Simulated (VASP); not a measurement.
OSZICAR of a VASP run on Al35N36Si:

OSZICAR:
```
...
DAV:   1    -0.500952220391E+03   -0.37640E-02   -0.23508E+00   366   0.350E+00    0.262E-01
RMM:   2    -0.500954977892E+03   -0.27575E-02   -0.39571E-02   366   0.394E-01    0.122E-01
RMM:   3    -0.500955111036E+03   -0.13314E-03   -0.60632E-03   372   0.145E-01    0.771E-02
RMM:   4    -0.500955021950E+03    0.89086E-04   -0.12003E-03   368   0.670E-02    0.244E-02
RMM:   5    -0.500955039522E+03   -0.17572E-04   -0.22351E-04   378   0.273E-02    0.179E-02
RMM:   6    -0.500955042948E+03   -0.34264E-05   -0.46869E-05   273   0.127E-02
  37 F= -.50095504E+03 E0= -.50095504E+03  d E =-.657796E-02
       N       E                     dE             d eps       ncg     rms          rms(c)
DAV:   1    -0.500955277645E+03   -0.23812E-03   -0.13897E+00   366   0.267E+00    0.199E-01
RMM:   2    -0.500956867976E+03   -0.15903E-02   -0.23030E-02   366   0.300E-01    0.931E-02
RMM:   3    -0.500956944756E+03   -0.76780E-04   -0.35318E-03   372   0.111E-01    0.595E-02
RMM:   4    -0.500956892560E+03    0.52196E-04   -0.69405E-04   368   0.511E-02    0.190E-02
RMM:   5    -0.500956902611E+03   -0.10051E-04   -0.12924E-04   338   0.209E-02    0.138E-02
RMM:   6    -0.500956904761E+03   -0.21500E-05   -0.29156E-05   241   0.975E-03
  38 F= -.50095690E+03 E0= -.50095690E+03  d E =-.843977E-02
       N       E                     dE             d eps       ncg     rms          rms(c)
DAV:   1    -0.500959976139E+03   -0.30735E-02   -0.15088E+00   366   0.269E+00    0.205E-01
RMM:   2    -0.500961680033E+03   -0.17039E-02   -0.24574E-02   366   0.301E-01    0.956E-02
RMM:   3    -0.500961759612E+03   -0.79579E-04   -0.36743E-03   370   0.111E-01    0.602E-02
RMM:   4    -0.500961711431E+03    0.48181E-04   -0.72921E-04   368   0.513E-02    0.192E-02
RMM:   5    -0.500961724150E+03   -0.12719E-04   -0.14900E-04   333   0.211E-02    0.134E-02
RMM:   6    -0.500961726338E+03   -0.21877E-05   -0.24611E-05   235   0.912E-03
  39 F= -.50096173E+03 E0= -.50096173E+03  d E =-.482158E-02
       N       E                     dE             d eps       ncg     rms          rms(c)
DAV:   1    -0.500961773424E+03   -0.49274E-04   -0.31224E+00   366   0.385E+00    0.295E-01
RMM:   2    -0.500965225582E+03   -0.34522E-02   -0.50104E-02   366   0.429E-01    0.137E-01
RMM:   3    -0.500965366754E+03   -0.14117E-03   -0.74315E-03   369   0.159E-01    0.858E-02
RMM:   4    -0.500965269179E+03    0.97575E-04   -0.14864E-03   368   0.732E-02    0.276E-02
RMM:   5    -0.500965296398E+03   -0.27219E-04   -0.31546E-04   385   0.302E-02    0.196E-02
RMM:   6    -0.500965300290E+03   -0.38923E-05   -0.46426E-05   263   0.127E-02
  40 F= -.50096530E+03 E0= -.50096530E+03  d E =-.839553E-02
       N       E                     dE             d eps       ncg     rms          rms(c)
DAV:   1    -0.500965091568E+03    0.20483E-03   -0.41564E-01   396   0.140E+00    0.107E-01
RMM:   2    -0.500965543694E+03   -0.45213E-03   -0.66534E-03   366   0.156E-01    0.501E-02
RMM:   3    -0.500965567826E+03   -0.24131E-04   -0.99982E-04   370   0.582E-02    0.329E-02
RMM:   4    -0.500965554242E+03    0.13584E-04   -0.20044E-04   353   0.269E-02    0.114E-02
RMM:   5    -0.500965556912E+03   -0.26701E-05   -0.36751E-05   250   0.110E-02
  41 F= -.50096556E+03 E0= -.50096556E+03  d E =-.865215E-02
       N       E                     dE             d eps       ncg     rms          rms(c)
DAV:   1    -0.500967932238E+03   -0.23780E-02   -0.15788E+00   366   0.260E+00    0.198E-01
RMM:   2    -0.500969617057E+03   -0.16848E-02   -0.24142E-02   366   0.281E-01    0.949E-02
RMM:   3    -0.500969708759E+03   -0.91702E-04   -0.36762E-03   371   0.105E-01    0.616E-02
RMM:   4    -0.500969649326E+03    0.59434E-04   -0.71137E-04   368   0.485E-02    0.187E-02
RMM:   5    -0.500969661032E+03   -0.11707E-04   -0.14138E-04   329   0.198E-02    0.138E-02
RMM:   6    -0.500969662965E+03   -0.19326E-05   -0.26501E-05   237   0.885E-03
  42 F= -.50096966E+03 E0= -.50096966E+03  d E =-.410605E-02
       N       E                     dE             d eps       ncg     rms          rms(c)
DAV:   1    -0.500959768848E+03    0.98922E-02   -0.14180E+01   366   0.773E+00    0.604E-01
RMM:   2    -0.500974756726E+03   -0.14988E-01   -0.21196E-01   366   0.831E-01    0.284E-01
RMM:   3    -0.500975246681E+03   -0.48995E-03   -0.31215E-02   370   0.307E-01    0.179E-01
RMM:   4    -0.500974742475E+03    0.50421E-03   -0.59500E-03   368   0.141E-01    0.567E-02
RMM:   5    -0.500974853170E+03   -0.11070E-03   -0.12685E-03   402   0.580E-02    0.400E-02
RMM:   6    -0.500974868405E+03   -0.15235E-04   -0.19659E-04   349   0.250E-02    0.157E-02
RMM:   7    -0.500974867862E+03    0.54260E-06   -0.32207E-05   253   0.114E-02
  43 F= -.50097487E+03 E0= -.50097487E+03  d E =-.931095E-02
       N       E                     dE             d eps       ncg     rms          rms(c)
DAV:   1    -0.500977292674E+03   -0.24243E-02   -0.19706E+00   382   0.299E+00    0.215E-01
RMM:   2    -0.500979321330E+03   -0.20287E-02   -0.29091E-02   366   0.321E-01    0.106E-01
RMM:   3    -0.500979376320E+03   -0.54990E-04   -0.40604E-03   369   0.118E-01    0.695E-02
RMM:   4    -0.500979298387E+03    0.77933E-04   -0.90712E-04   368   0.567E-02    0.210E-02
RMM:   5    -0.500979312522E+03   -0.14135E-04   -0.18227E-04   350   0.230E-02    0.155E-02
RMM:   6    -0.500979314480E+03   -0.19581E-05   -0.31518E-05   241   0.100E-02
  44 F= -.50097931E+03 E0= -.50097931E+03  d E =-.444662E-02
       N       E                     dE             d eps       ncg     rms          rms(c)
DAV:   1    -0.500979578468E+03   -0.26595E-03   -0.10062E+00   380   0.213E+00    0.154E-01
RMM:   2    -0.500980616167E+03   -0.10377E-02   -0.14836E-02   366   0.228E-01    0.760E-02
RMM:   3    -0.500980648110E+03   -0.31943E-04   -0.20810E-03   369   0.840E-02    0.508E-02
RMM:   4    -0.500980608329E+03    0.39781E-04   -0.45895E-04   368   0.403E-02    0.157E-02
RMM:   5    -0.500980615202E+03   -0.68730E-05   -0.91605E-05   289   0.164E-02
  45 F= -.50098062E+03 E0= -.50098062E+03  d E =-.574734E-02
       N       E                     dE             d eps       ncg     rms          rms(c)
DAV:   1    -0.500980589599E+03    0.18730E-04   -0.10131E-01   412   0.673E-01    0.497E-02
RMM:   2    -0.500980700252E+03   -0.11065E-03   -0.15421E-03   366   0.740E-02    0.249E-02
RMM:   3    -0.500980703615E+03   -0.33633E-05   -0.20474E-04   346   0.273E-02    0.171E-02
RMM:   4    -0.500980700844E+03    0.27713E-05   -0.55101E-05   261   0.131E-02
  46 F= -.50098070E+03 E0= -.50098070E+03  d E =-.583298E-02
       N       E                     dE             d eps       ncg     rms          rms(c)
DAV:   1    -0.500982714993E+03   -0.20114E-02   -0.75412E-01   366   0.208E+00    0.139E-01
RMM:   2    -0.500983538517E+03   -0.82352E-03   -0.11538E-02   366   0.228E-01    0.691E-02
RMM:   3    -0.500983546787E+03   -0.82693E-05   -0.14735E-03   369   0.823E-02    0.458E-02
RMM:   4    -0.500983519744E+03    0.27043E-04   -0.39431E-04   370   0.393E-02    0.146E-02
RMM:   5    -0.500983525768E+03   -0.60239E-05   -0.69139E-05   288   0.157E-02
  47 F= -.50098353E+03 E0= -.50098353E+03  d E =-.282492E-02
       N       E                     dE             d eps       ncg     rms          rms(c)
DAV:   1    -0.500983776595E+03   -0.25685E-03   -0.24282E-01   380   0.118E+00    0.792E-02
RMM:   2    -0.500984047450E+03   -0.27085E-03   -0.37502E-03   366   0.130E-01    0.392E-02
RMM:   3    -0.500984052182E+03   -0.47327E-05   -0.48167E-04   369   0.472E-02    0.265E-02
RMM:   4    -0.500984043442E+03    0.87405E-05   -0.12338E-04   356   0.225E-02    0.877E-03
RMM:   5    -0.500984045526E+03   -0.20846E-05   -0.23970E-05   237   0.912E-03
  48 F= -.50098405E+03 E0= -.50098405E+03  d E =-.334468E-02
       N       E                     dE             d eps       ncg     rms          rms(c)
DAV:   1    -0.500985251161E+03   -0.12077E-02   -0.50304E-01   366   0.180E+00    0.113E-01
RMM:   2    -0.500985812113E+03   -0.56095E-03   -0.77554E-03   366   0.198E-01    0.565E-02
RMM:   3    -0.500985812431E+03   -0.31780E-06   -0.10120E-03   370   0.710E-02    0.364E-02
RMM:   4    -0.500985794464E+03    0.17967E-04   -0.26870E-04   369   0.340E-02    0.117E-02
RMM:   5    -0.500985799526E+03   -0.50623E-05   -0.53134E-05   276   0.138E-02
  49 F= -.50098580E+03 E0= -.50098580E+03  d E =-.175400E-02
       N       E                     dE             d eps       ncg     rms          rms(c)
DAV:   1    -0.500985893344E+03   -0.98881E-04   -0.12459E-01   396   0.897E-01    0.566E-02
RMM:   2    -0.500986034547E+03   -0.14120E-03   -0.19374E-03   366   0.993E-02    0.282E-02
RMM:   3    -0.500986035633E+03   -0.10866E-05   -0.25665E-04   370   0.358E-02    0.183E-02
RMM:   4    -0.500986031613E+03    0.40203E-05   -0.67397E-05   326   0.171E-02
  50 F= -.50098603E+03 E0= -.50098603E+03  d E =-.198609E-02
       N       E                     dE             d eps       ncg     rms          rms(c)
DAV:   1    -0.500986547462E+03   -0.51183E-03   -0.32672E-01   366   0.147E+00    0.906E-02
RMM:   2    -0.500986913944E+03   -0.36648E-03   -0.49270E-03   366   0.161E-01    0.453E-02
RMM:   3    -0.500986921728E+03   -0.77843E-05   -0.63999E-04   370   0.580E-02    0.299E-02
RMM:   4    -0.500986911377E+03    0.10351E-04   -0.17789E-04   368   0.281E-02    0.966E-03
RMM:   5    -0.500986914583E+03   -0.32057E-05   -0.34916E-05   255   0.116E-02
  51 F= -.50098691E+03 E0= -.50098691E+03  d E =-.882969E-03
```

### Question
Which electronic solver shows in the log?

### Answer
It is blocked Davidson (ALGO = Normal, or the opening steps of other solvers) and then RMM-DIIS (ALGO = Fast or VeryFast). The INCAR had ALGO = Fast.

### Question
Can the final energy be trusted as converged?

### Answer
The calculation finished and met its thresholds. It stopped with EDIFF = 1E-5, NELM = 100, NSW = 60 and EDIFFG = -0.03 after 51 ionic steps (PBE GGA, plane waves, VASP's PBE PAW potentials (set 64)).  The cell is charged, with a uniform compensating background. The supercell is sampled at Γ alone, which is coarse: total energies, pressure and levels can be off, energies of defects by several tenths of an eV.

The cell is a supercell with a defect, built from AlN (wurtzite): Si_Al, charge -3. The run is not spin-polarised, so no state with unpaired spins was tried.
